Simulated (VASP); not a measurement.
These are TPSS meta-GGA, VASP's PBE PAW potentials (set 64) (plane waves; VASP 6.6.1) values and carry that method's errors.

VASP ran on this input.

### INCAR
```
SYSTEM = MgSe
PREC = Accurate; ENCUT = 520; LREAL = .FALSE.
LASPH = .TRUE.
EDIFF = 1E-7; NELM = 100; ALGO = Normal
LMAXMIX = 4; LMIXTAU = .TRUE.
ISMEAR = 0; SIGMA = 0.05
METAGGA = TPSS
ISIF = 2
LWAVE = .FALSE.; LCHARG = .FALSE.
```

File KPOINTS:
```
kpoints
0
gamma
  8 8 8
```

### POSCAR
```
MgSe
5.4934840
  0.0000000000   0.4999999822   0.4999999822
  0.4999999822   0.0000000000   0.4999999822
  0.4999999822   0.4999999822   0.0000000000
Mg Se
1 1
Cartesian
  0.0000000000   0.0000000000   0.0000000000
  0.4999999822   0.4999999822   0.4999999822
```

POTCAR, in this order: Mg Se (PBE.64 set). Program: vasp_std.

Predict the energy per atom (σ→0), band gap (on the k-mesh).

The energy per atom (σ→0) comes out as -953.6 kJ/mol of atoms. The band gap (on the k-mesh) is 2.05 eV.

### OSZICAR
```
...
DAV:  25    -0.197661187729E+02   -0.22930E-05   -0.65451E-07   528   0.621E-03    0.122E-01
DAV:  26    -0.197661127314E+02    0.60415E-05   -0.26414E-06   536   0.115E-02    0.834E-02
DAV:  27    -0.197661091828E+02    0.35486E-05   -0.32947E-06   496   0.108E-02    0.535E-02
DAV:  28    -0.197661061035E+02    0.30793E-05   -0.43101E-06   504   0.110E-02    0.297E-02
DAV:  29    -0.197661052915E+02    0.81197E-06   -0.17924E-06   584   0.724E-03    0.136E-02
DAV:  30    -0.197661050794E+02    0.21213E-06   -0.47110E-07   496   0.403E-03    0.582E-03
DAV:  31    -0.197661051207E+02   -0.41373E-07   -0.11669E-07   232   0.205E-03
   1 F= -.19766105E+02 E0= -.19766105E+02  d E =-.406879E-13
```

The compound is MgSe in the rock salt structure. It was relaxed first.
